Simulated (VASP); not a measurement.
# Y: cell size and functional, part 2 of 2

Which functional gives which lattice for Y? The starting structure is a measured crystal structure from the Crystallography Open Database. The first relaxation on each setting starts from this cell expanded by 3 % in volume.

VASP 6.6.1.

Results so far: PBEsol 31.19 Å³ an atom; LDA 29.81 Å³ an atom; PBE 32.73 Å³ an atom; PBEsol + D3(BJ) 29.62 Å³ an atom.

## Step 6: Relaxation with r2SCAN

Level of this step: r2SCAN; plane waves and PAW (Y_sv) (VASP).

r2SCAN adds the kinetic-energy density, costs more than a GGA and is run with LASPH. This run starts from the cell of an earlier relaxation, which isn't shown; the restart sets up the plane waves anew.

Contents of INCAR:

```
SYSTEM = Y
PREC = Accurate
ENCUT = 450
EDIFF = 1E-06
NELM = 100
ISMEAR = 1
SIGMA = 0.15
LREAL = .FALSE.
ALGO = Normal
METAGGA = R2SCAN
LASPH = .TRUE.
NBANDS = 17
LORBIT = 11
LWAVE = .FALSE.
LCHARG = .FALSE.
KPAR = 4
IBRION = 2
NSW = 50
ISIF = 3
EDIFFG = -0.006
```

Contents of POSCAR:

```
Y
1.0
    3.6838154945      0.0000000000      0.0000000000
   -1.8419077473      3.1902778012      0.0000000000
    0.0000000000      0.0000000000      5.6937823747
Y
2
Direct
    0.6666666667      0.3333333333      0.7500000000
    0.3333333333      0.6666666667      0.2500000000
```

Contents of KPOINTS:

```
Automatic mesh
0
Gamma
15 15 8
0 0 0
```

PAW data sets: Y_sv (PBE family, release 64).

Started as:

```bash
$ mpirun -np 4 vasp_std
```

Output:

```text
[banner, memory and clock lines left out]
running    4 mpi-ranks, on    1 nodes
[...]
[... a notice as in an earlier step ...]

 LDA part: xc-table for (None), standard interpolation
 POSCAR, INCAR and KPOINTS ok, starting setup
[...]
entering main loop
       N       E                     dE             d eps       ncg     rms          rms(c)
DAV:   1     0.509041942006E+02    0.50904E+02   -0.10942E+04  4590   0.114E+03
DAV:   2    -0.391802441581E+02   -0.90084E+02   -0.88830E+02  5788   0.255E+02
DAV:   3    -0.477211325828E+02   -0.85409E+01   -0.84719E+01  8633   0.446E+01
DAV:   4    -0.479409394378E+02   -0.21981E+00   -0.21969E+00  5413   0.798E+00
[...]
DAV:  11    -0.405418186124E+02   -0.37593E-04   -0.17376E-04  6513   0.103E-01    0.109E-01
DAV:  12    -0.405418207353E+02   -0.21229E-05   -0.11699E-05  5670   0.236E-02    0.154E-02
DAV:  13    -0.405418203808E+02    0.35446E-06   -0.13233E-06  4523   0.925E-03
   1 F= -.40541820E+02 E0= -.40541920E+02  d E =-.405418E+02
[...]
reached required accuracy - stopping structural energy minimisation
```

Wall time 85 s (4 MPI ranks of AMD EPYC 9R45, shared host); peak memory 0.99 GiB.

Parts of OUTCAR (step 6):

```text
  Total       -0.0046404     -0.0046404     -0.0044252      0.0000000      0.0000000      0.0000000
  in kB       -0.1111072     -0.1111072     -0.1059535      0.0000000      0.0000000      0.0000000
  external PRESSURE =      -0.1093893 kB  Pullay stress =       0.0000000 kB

 POSITION                                       TOTAL-FORCE (eV/Angst)
 -----------------------------------------------------------------------------------
      1.84191      1.06343      4.27034         0.000000      0.000000      0.000000
     -0.00000      2.12685      1.42345        -0.000000      0.000000      0.000000
 -----------------------------------------------------------------------------------
    total drift:                                0.000000     -0.000000      0.000000

  FREE ENERGIE OF THE ION-ELECTRON SYSTEM (eV)
  ---------------------------------------------------
  free  energy   TOTEN  =       -40.5418203808 eV

  energy  without entropy=      -40.5421187240  energy(sigma->0) =      -40.54191983

[... 2 parts as in an earlier step ...]

[... 2 further parts left out ...]
[key lines of the parts left out:]
E-fermi :   2.9396
```

With r2SCAN the relaxed cell holds 33.458 Å³ an atom, +1.35 % against the measured cell, with a = 3.684 Å and c = 5.694 Å. That is +7.26 % from PBEsol.

## Step 7: Relaxation with r2SCAN + rVV10

rVV10 adds a nonlocal correlation energy for dispersion. This run starts from the cell of an earlier relaxation, which isn't shown; the restart sets up the plane waves anew.

INCAR: that of step 6 with these lines changed.

```diff
@@ -10,2 +10,6 @@
 METAGGA = R2SCAN
+LUSE_VDW = .TRUE.
+IVDW_NL = 2
+BPARAM = 11.95
+CPARAM = 0.0093
 LASPH = .TRUE.
```

Contents of POSCAR:

```
Y
1.0
    3.6707100556      0.0000000000      0.0000000000
   -1.8353550278      3.1789281581      0.0000000000
    0.0000000000      0.0000000000      5.6704111524
Y
2
Direct
    0.6666666667      0.3333333333      0.7500000000
    0.3333333333      0.6666666667      0.2500000000
```

KPOINTS is that of step 6.

Started as:

```bash
$ mpirun -np 4 vasp_std
```

Output:

```text
[banner, memory and clock lines left out]
running    4 mpi-ranks, on    1 nodes
[...]
|                                                                             |
|               ----> ADVICE to this user running VASP <----                  |
|                                                                             |
|     You have switched on vdW-DFT.                                           |
|     This routine was written and supplied by Jiri Klimes. We recommend      |
|     that you carefully read and cite the following publications:            |
|       J. Klimes, D.R. Bowler, A. Michelides                                 |
|          J. Phys.: Cond Matt. 22 022201 (2010)                              |
|       J. Klimes, D.R. Bowler, A. Michelides                                 |
|          Phys. Rev. B. 83, 195131 (2011)                                    |
|     and references therein.                                                 |
|                                                                             |

[...]
DAV:  11    -0.400784154413E+02   -0.37247E-04   -0.16761E-04  6690   0.101E-01    0.115E-01
Total rVV10 correction in eV:      0.4620160    22.0540350
Total rVV10 correction in eV:      0.4620160    22.0540350
Total rVV10 correction in eV:      0.4620160    22.0540350
Total rVV10 correction in eV:      0.4620160    22.0540350
DAV:  12    -0.400784180836E+02   -0.26423E-05   -0.11482E-05  5623   0.237E-02    0.140E-02
Total rVV10 correction in eV:      0.4620311    22.0540350
Total rVV10 correction in eV:      0.4620311    22.0540350
Total rVV10 correction in eV:      0.4620311    22.0540350
Total rVV10 correction in eV:      0.4620311    22.0540350
DAV:  13    -0.400784176701E+02    0.41346E-06   -0.13489E-06  4483   0.931E-03
Total rVV10 correction in eV:      0.4620286    22.0540350
Total rVV10 correction in eV:      0.4620286    22.0540350
Total rVV10 correction in eV:      0.4620286    22.0540350
Total rVV10 correction in eV:      0.4620286    22.0540350
Total rVV10 correction in eV:      0.4620317    22.0540350
Total rVV10 correction in eV:      0.4620317    22.0540350
Total rVV10 correction in eV:      0.4620317    22.0540350
Total rVV10 correction in eV:      0.4620317    22.0540350
   1 F= -.40078418E+02 E0= -.40078636E+02  d E =-.400784E+02
[...]
reached required accuracy - stopping structural energy minimisation
```

The job ended after 1.8 min (4 MPI ranks; peak memory 1.4 GiB; 6.9 min of CPU time).

OUTCAR, selected parts (step 7):

```text
  Total       -0.0083332     -0.0083332     -0.0083217      0.0000000      0.0000000      0.0000000
  in kB       -0.2017799     -0.2017799     -0.2015018      0.0000000      0.0000000      0.0000000
  external PRESSURE =      -0.2016872 kB  Pullay stress =       0.0000000 kB

 POSITION                                       TOTAL-FORCE (eV/Angst)
 -----------------------------------------------------------------------------------
      1.83536      1.05964      4.25281        -0.000000      0.000000      0.000000
     -0.00000      2.11929      1.41760         0.000000     -0.000000      0.000000
 -----------------------------------------------------------------------------------
    total drift:                                0.000000     -0.000000      0.000000

  FREE ENERGIE OF THE ION-ELECTRON SYSTEM (eV)
  ---------------------------------------------------
  free  energy   TOTEN  =       -40.0784176701 eV

  energy  without entropy=      -40.0790741245  energy(sigma->0) =      -40.07863649

[... 2 parts as in an earlier step ...]

[... 2 further parts left out ...]
[key lines of the parts left out:]
E-fermi :   2.9775
```

With r2SCAN + rVV10 the relaxed cell holds 33.084 Å³ an atom, +0.22 % against the measured cell, with a = 3.671 Å and c = 5.670 Å. That is +6.06 % from PBEsol.

## Step 8: The runs compared

```csv
level,volume (Å³/atom),against the measured cell (%),a (Å),c (Å),pressure left (GPa),core minutes
PBEsol,31.194,-5.51,3.5958,5.5715,0.0,9.6
LDA,29.814,-9.69,3.54,5.4945,-0.01,8.75
PBE,32.73,-0.85,3.6536,5.6623,0.01,6.93
PBEsol + D3(BJ),29.621,-10.27,3.5318,5.4842,-0.01,9.08
r2SCAN,33.458,1.35,3.6838,5.6938,-0.01,23.4
r2SCAN + rVV10,33.084,0.22,3.6707,5.6704,-0.02,38.3
```

Core minutes are wall time times ranks, summed over the relaxations behind a row (those for a bulk modulus apart), on shared hosts.

## Step 9: Results

* volume, PBEsol: 31.19 Å³/atom
* volume, LDA: 29.81 Å³/atom
* volume, PBE: 32.73 Å³/atom
* volume, PBEsol + D3(BJ): 29.62 Å³/atom
* volume, r2SCAN: 33.46 Å³/atom
* volume, r2SCAN + rVV10: 33.08 Å³/atom

What this shows: Across 6 levels the volume of Y spans 13.0 %, from 29.62 Å³ an atom (PBEsol + D3(BJ)) to 33.46 Å³ (r2SCAN). Against the measured volume of the starting structure, r2SCAN + rVV10 comes nearest (+0.2 %) and PBEsol + D3(BJ) lies farthest (-10.3 %). The measured cell holds zero-point expansion and, unless it was taken cold, thermal expansion, which the runs lack, so small differences decide nothing. Adding D3(BJ) to PBEsol changes the volume by -5.0 %. Adding rVV10 to r2SCAN changes the volume by -1.1 %. All runs keep the symmetry of the start, so they can't find a distortion of lower symmetry. Further runs on this material are not shown.

[Lines on the potential files, build, host, timing and source positions are cut from VASP's logs without a mark.]

[Logs are printed without paths, hosts, clocks, repeated set-up lines and the standing remarks that a program may print on its own settings, such as how far it seeks lower states.]

[Hosts, paths, dates, database ids (printed as entryN), source tags and the programs' standing remarks are cut or masked in the printed files.]
